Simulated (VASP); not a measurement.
# TaSi2: formation energy of a point defect, part 2 of 4

How easily does a point defect form in TaSi2? The host is relaxed first, then a supercell is run with and without the defect. The start is a cell from a database of measured crystal structures.

VASP 6.6.1, plane waves and PAW; the level of theory is named at each step.

So far. Step 2 (The host at zero pressure): The run ended after 9 ionic steps, 0.197 eV below its first step, once forces and stress met EDIFFG = -0.03.

The database entry behind the starting cell has ideal inner coordinates that were not refined, so it need not match the best structure at ambient conditions.

**3. The perfect supercell**

Level of this step: r2SCAN; plane waves and PAW (Ta, Si) (VASP).

System of this step: TaSi2. Symmetry: P6_222, No. 180, hexagonal system. The conventional cell has a = 4.771 Å, b = 4.771 Å, c = 6.562 Å, α = 90.00°, β = 90.00°, γ = 120.00°. Nearest to Ta lie 10 Si at 2.60 to 2.82 Å. Ta has 10 Si at 2.60 to 2.82 Å nearest. Si has 5 Si at 2.55 to 2.83 Å and 5 Ta at 2.60 to 2.82 Å nearest. Si has 5 Si at 2.55 to 2.83 Å and 5 Ta at 2.60 to 2.82 Å nearest. Farther neighbours are not listed.

The same cell, mesh and cutoff without the defect give the energy to subtract and, in a gapped host, the band edges to count from, so that most errors cancel.

INCAR

```
SYSTEM = TaSi2
PREC = Normal
ENCUT = 300
EDIFF = 1E-05
NELM = 120
ISMEAR = 1
SIGMA = 0.2
LREAL = Auto
ALGO = Normal
METAGGA = R2SCAN
LASPH = .TRUE.
NBANDS = 104
LORBIT = 11
LWAVE = .FALSE.
LCHARG = .FALSE.
KPAR = 4
```

POSCAR

```
TaSi2
1.0
   -7.1569398381      4.1320611421      6.5622741355
    7.1569398381     -4.1320611421      6.5622741355
    2.3856466127      4.1320611421     -6.5622741355
Ta Si
12 24
Direct
    0.3333333334      0.0833333334      0.2500000000
    0.8333333334      0.5833333334      0.2500000000
    0.8333333334      0.0833333334      0.7500000000
    0.3333333333      0.5833333334      0.7500000000
    0.6666666666      0.6666666667      0.5000000000
    0.1666666666      0.1666666667      0.5000000000
    0.1666666667      0.6666666667      0.0000000000
    0.6666666666      0.1666666667      0.0000000000
    0.2500000000      0.5000000000      0.2500000000
    0.7500000000      0.0000000000      0.2500000000
    0.7500000000      0.5000000000      0.7500000000
    0.2500000000      0.0000000000      0.7500000000
    0.1624226167      0.2415118999      0.2372678498
    0.6624226167      0.7415118999      0.2372678498
    0.6624226167      0.2415118999      0.7372678498
    0.1624226167      0.7415118999      0.7372678498
    0.8375773833      0.4957559500      0.5000000000
    0.3375773834      0.9957559500      0.5000000000
    0.3375773834      0.4957559500      0.0000000000
    0.8375773834      0.9957559500      0.0000000000
    0.5918214334      0.6709107167      0.7627321501
    0.0918214335      0.1709107167      0.7627321502
    0.0918214335      0.6709107167      0.2627321501
    0.5918214334      0.1709107167      0.2627321501
    0.5042440501      0.4251547668      0.7627321502
    0.0042440501      0.9251547668      0.7627321502
    0.0042440501      0.4251547668      0.2627321501
    0.5042440501      0.9251547668      0.2627321502
    0.4957559500      0.8375773834      0.5000000000
    0.9957559500      0.3375773834      0.5000000000
    0.9957559500      0.8375773834      0.0000000000
    0.4957559499      0.3375773834      0.0000000000
    0.4081785666      0.3290892833      0.2372678498
    0.9081785665      0.8290892833      0.2372678499
    0.9081785666      0.3290892833      0.7372678499
    0.4081785665      0.8290892833      0.7372678498
```

KPOINTS

```
Automatic mesh
0
Gamma
5 5 5
0 0 0
```

Potentials, in the order of the species: Ta and Si (PBE family, release 64).

The run is started by

```sh
> mpirun -np 4 vasp_std
```

Output:

```text
[banner, memory and clock lines left out]
running    4 mpi-ranks, on    1 nodes
 distrk:  each k-point on    1 cores,    4 groups
 distr:  one band on    1 cores,    1 groups

 POSCAR found type information on POSCAR TaSi
 POSCAR found :  2 types and      36 ions
 [... a notice as in an earlier step ...]

 LDA part: xc-table for (None), standard interpolation
 POSCAR, INCAR and KPOINTS ok, starting setup
 FFT: planning ... GRIDC
 FFT: planning ... GRID_SOFT
 FFT: planning ... GRID
 WAVECAR not read
 entering main loop
       N       E                     dE             d eps       ncg     rms          rms(c)
DAV:   1    -0.292902748053E+03   -0.29290E+03   -0.47210E+04  5616   0.867E+02
DAV:   2    -0.789031546349E+03   -0.49613E+03   -0.47157E+03  6904   0.169E+02
DAV:   3    -0.819362451846E+03   -0.30331E+02   -0.29261E+02  7152   0.371E+01
DAV:   4    -0.820268801557E+03   -0.90635E+00   -0.89692E+00  7064   0.693E+00
DAV:   5    -0.820295441374E+03   -0.26640E-01   -0.26554E-01  7120   0.114E+00    0.628E+01
DAV:   6    -0.810555899624E+03    0.97395E+01   -0.17555E+01  7088   0.825E+00    0.353E+01
DAV:   7    -0.810111949214E+03    0.44395E+00   -0.23464E+00  7168   0.385E+00    0.480E+00
DAV:   8    -0.810087539903E+03    0.24409E-01   -0.11534E-01  7152   0.793E-01    0.114E+00
DAV:   9    -0.810091444344E+03   -0.39044E-02   -0.14772E-02  7496   0.285E-01    0.420E-01
DAV:  10    -0.810092681987E+03   -0.12376E-02   -0.32838E-03  7640   0.150E-01    0.964E-02
DAV:  11    -0.810092741510E+03   -0.59523E-04   -0.37590E-04  7240   0.494E-02    0.548E-02
DAV:  12    -0.810092793899E+03   -0.52389E-04   -0.18718E-04  7296   0.357E-02    0.306E-02
DAV:  13    -0.810092798699E+03   -0.48002E-05   -0.15524E-05  4184   0.104E-02
   1 F= -.81009280E+03 E0= -.81009350E+03  d E =0.211140E-02
```

The job ended after 8.9 min (4 MPI ranks of AMD EPYC 7R43, shared host; peak memory 2.2 GiB).

From OUTCAR (step 3):

```text
  LATTYP: Found a face centered orthorhombic cell.
 ALAT       =     9.5425864508
 B/A-ratio  =     1.3753659282
 C/A-ratio  =     1.7320508076

 Subroutine GETGRP returns: Found  4 space group operations
 (whereof  2 operations were pure point group operations)

The static configuration has the point symmetry C_2 .
 The point group associated with its full space group is D_2 .

 Found     27 irreducible k-points:

   k-points           NKPTS =     27   k-points in BZ     NKDIM =     27   number of bands    NBANDS=    104

   dimension x,y,z NGX =    48 NGY =   48 NGZ =   36
   dimension x,y,z NGXF=    96 NGYF=   96 NGZF=   72

   ENCUT  =  300.0 eV  22.05 Ry    4.70 a.u.  14.90 14.90 11.46*2*pi/ulx,y,z

   NELECT =     156.0000    total number of electrons

 E-fermi :   9.5334

 k-point     1 :       0.0000    0.0000    0.0000
  band No.  band energies     occupation
    ...
     76       8.8109      2.00000
     77       9.2374      2.05706
     78       9.2374      2.05706
     79       9.4148      1.83389
     80       9.4286      1.76625
     81      10.3838     -0.00000
     82      10.4576     -0.00000
     83      10.7998     -0.00000
     84      11.1890     -0.00000
     85      11.1890     -0.00000
    ...

 k-point     2 :       0.2000    0.0000   -0.0000
  band No.  band energies     occupation
    ...
     76       8.8695      2.00003
     77       9.2870      2.07090
     78       9.3013      2.06953
     79       9.3703      1.98783
     80       9.5055      1.23372
     81      10.2554     -0.00000
     82      10.5485     -0.00000
     83      10.6802     -0.00000
     84      10.9406     -0.00000
     85      10.9909     -0.00000
    ...

  Total        0.3937667      0.3157145     -1.9651818     -0.0675951      0.0000000      0.0000000
  in kB        1.2190804      0.9774351     -6.0840967     -0.2092709      0.0000000      0.0000000
  external PRESSURE =      -1.2958604 kB  Pullay stress =       0.0000000 kB

  energy-cutoff  :      300.00
  volume of cell :      517.51
      direct lattice vectors                 reciprocal lattice vectors
    -7.156939838  4.132061142  6.562274136     0.000000000  0.121004986  0.076193099
     7.156939838 -4.132061142  6.562274136     0.104793392  0.060502493  0.076193099
     2.385646613  4.132061142 -6.562274136     0.104793392  0.181507479  0.000000000

 POSITION                                       TOTAL-FORCE (eV/Angst)
 -----------------------------------------------------------------------------------
     -1.19282      2.06603      1.09371         0.000000     -0.000000      0.001283
     -1.19282      2.06603      7.65599         0.000000     -0.000000      0.001283
     -3.57847      6.19809      1.09371         0.000000     -0.000000      0.001283
      3.57847      2.06603      1.09371         0.000000     -0.000000      0.001283
      1.19282      2.06603      5.46856         0.000000     -0.000000      0.000000
      1.19282      2.06603     -1.09371         0.000000     -0.000000     -0.000000
      3.57847     -2.06603      5.46856         0.000000     -0.000000      0.000000
     -3.57847      2.06603      5.46856         0.000000     -0.000000     -0.000000
      2.38565      0.00000      3.28114         0.000000     -0.000000     -0.001283
     -4.77129      4.13206      3.28114         0.000000     -0.000000     -0.001283
      0.00000      4.13206      3.28114         0.000000     -0.000000     -0.001283
      0.00000      4.13206     -3.28114         0.000000     -0.000000     -0.001283
      1.13207      0.65360      1.09371         0.022625      0.013507      0.001570
      1.13207      0.65360      7.65599         0.022625      0.013507      0.001570
     -1.25357      4.78566      1.09371         0.022625      0.013507      0.001570
      5.90337      0.65360      1.09371         0.022625      0.013507      0.001570
     -1.25357      3.47846      5.46856         0.019364     -0.011180      0.000000
      5.90337     -0.65360      5.46856         0.019364     -0.011180      0.000000
      1.13207     -0.65360      5.46856         0.019364     -0.011180      0.000000
      1.13207     -0.65360     12.03084         0.019364     -0.011180     -0.000000
      2.38565      2.82485      3.28114        -0.000385     -0.026348     -0.001570
      2.38565      2.82485     -3.28114        -0.000385     -0.026348     -0.001570
      4.77129     -1.30721      3.28114        -0.000385     -0.026348     -0.001570
     -2.38565      2.82485      3.28114        -0.000385     -0.026348     -0.001570
      1.25357      3.47846      1.09371        -0.022625     -0.013507      0.001570
      8.41051     -0.65360      1.09371        -0.022625     -0.013507      0.001570
      3.63922     -0.65360      1.09371        -0.022625     -0.013507      0.001570
      3.63922     -0.65360      7.65599        -0.022625     -0.013507      0.001570
      3.63922      0.65360      5.46856        -0.019364      0.011180      0.000000
     -3.51772      4.78566      5.46856        -0.019364      0.011180      0.000000
     -1.13207      0.65360     12.03084        -0.019364      0.011180      0.000000
     -1.13207      0.65360      5.46856        -0.019364      0.011180     -0.000000
     -0.00000      1.30721      3.28114         0.000385      0.026348     -0.001570
      0.00000      1.30721      9.84341         0.000385      0.026348     -0.001570
     -2.38565      5.43927      3.28114         0.000385      0.026348     -0.001570
      4.77129      1.30721      3.28114         0.000385      0.026348     -0.001570
 -----------------------------------------------------------------------------------
    total drift:                                0.007408     -0.004277      0.000000

  FREE ENERGIE OF THE ION-ELECTRON SYSTEM (eV)
  ---------------------------------------------------
  free  energy   TOTEN  =      -810.0927986994 eV

  energy  without entropy=     -810.0949100991  energy(sigma->0) =     -810.09350250

 total charge
# of ion       s       p       d       tot
------------------------------------------
    1        0.530   0.822   3.685   5.037
    2        0.530   0.822   3.685   5.037
    3        0.530   0.822   3.685   5.037
    4        0.530   0.822   3.685   5.037
    5        0.530   0.822   3.685   5.037
    6        0.530   0.822   3.685   5.037
    7        0.530   0.822   3.685   5.037
    8        0.530   0.822   3.685   5.037
    9        0.530   0.822   3.685   5.037
   10        0.530   0.822   3.685   5.037
   11        0.530   0.822   3.685   5.037
   12        0.530   0.822   3.685   5.037
   13        0.744   0.904   0.000   1.648
   14        0.744   0.904   0.000   1.648
   15        0.744   0.904   0.000   1.648
   16        0.744   0.904   0.000   1.648
   17        0.744   0.904   0.000   1.648
   18        0.744   0.904   0.000   1.648
   19        0.744   0.904   0.000   1.648
   20        0.744   0.904   0.000   1.648
   21        0.744   0.904   0.000   1.648
   22        0.744   0.904   0.000   1.648
   23        0.744   0.904   0.000   1.648
   24        0.744   0.904   0.000   1.648
   25        0.744   0.904   0.000   1.648
   26        0.744   0.904   0.000   1.648
   27        0.744   0.904   0.000   1.648
   28        0.744   0.904   0.000   1.648
   29        0.744   0.904   0.000   1.648
   30        0.744   0.904   0.000   1.648
   31        0.744   0.904   0.000   1.648
   32        0.744   0.904   0.000   1.648
   33        0.744   0.904   0.000   1.648
   34        0.744   0.904   0.000   1.648
   35        0.744   0.904   0.000   1.648
   36        0.744   0.904   0.000   1.648
--------------------------------------------------
tot         24.215  31.561  44.223 100.000

[... 7 further parts left out ...]
```

This step gave:

| Property | Result |
| --- | --- |
| electronic cycles | 13 |
| electrons | 156 |
| free energy (TOTEN) | -810.0928 eV |
| energy at zero smearing | -810.0935 eV |
| Fermi energy | 9.533 eV |

The host is treated as a metal, as its relaxation found a gap under 0.3 eV or none, and only the neutral defect is run.

(Continued in part 3 of 4.)

[Lines on the potential files, build, host, timing and source positions are cut from VASP's logs without a mark.]

[Logs are printed without paths, hosts, clocks, repeated set-up lines and the standing remarks that a program may print on its own settings, such as how far it seeks lower states.]

[Hosts, paths, dates, database ids (printed as entryN), source tags and the programs' standing remarks are cut or masked in the printed files.]

[In band tables of VASP the shares of atoms and orbitals are scaled to a sum of 1 inside the atoms' spheres.]

[Runs that stopped without an error message from VASP are left out.]
